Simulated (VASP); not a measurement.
**Li6I2BrN: single point with PBE**

The system is Li6I2BrN.

```
CELL_PARAMETERS angstrom
-0.15016 4.53041 4.63657
4.61286 -0.04964 4.53605
4.62312 4.44015 -0.05989
ATOMIC_POSITIONS crystal
Br 0.00409 0.01507 0.99281
I 0.75200 0.76366 0.75129
I 0.24126 0.24262 0.25986
N 0.49859 0.49482 0.50929
Li 0.68836 0.32474 0.67464
Li 0.67520 0.31499 0.32698
Li 0.31249 0.67481 0.32633
Li 0.31042 0.68741 0.67797
Li 0.68055 0.67939 0.31706
Li 0.32646 0.32092 0.67298
```

The cell was built by a generator and needn't be a form met in nature.

```yaml
Program: VASP 6.6.1
Task: single point
Functional: PBE
Potentials_or_basis: VASP PAW PBE potentials, release 64 (Br, I, N, Li_sv)
Cutoff: 520 eV
k_mesh: 4 × 4 × 4, shifted
Occupations: gaussian, width 0.0515 eV
Spin: no spin polarisation
```

```json
{
 "Largest force": "4.685 eV/Å",
 "Band gap on the k mesh": "3.41 eV, direct"
}
```

Forces in eV/Å, atoms in the order of the input:
```
Br   0.011  0.053 -0.127
I   -0.082  0.000 -0.071
I    0.114  0.048  0.152
N    0.124 -0.927  1.433
Li   0.092  4.428  0.048
Li  -3.021 -0.047 -0.058
Li  -0.099 -3.648  0.101
Li   2.863  0.090  0.111
Li   0.069 -0.180  3.092
Li  -0.070  0.182 -4.681
```

Levels at points of the mesh, in eV from the valence-band top:
```
           k point  band 18  band 19  band 20  band 21  band 22  band 23  band 24  band 25  band 26  band 27
(0.12, 0.12, 0.12)    -1.32    -1.12    -0.19    -0.17     0.00     3.41     4.55     4.77     5.60     5.71
```

It took 5.9 min on 1 thread of Intel(R) Xeon(R) 6975P-C (Granite Rapids) (shared host), peak memory 0.45 GiB.

Caveat: spin-orbit coupling is left out, which moves the levels of the heavy elements; forces of over 1 eV/Å show positions far from the minimum, so gaps and moduli don't describe the material at rest. PBE gaps usually lie below the measured ones, often by a third to a half.
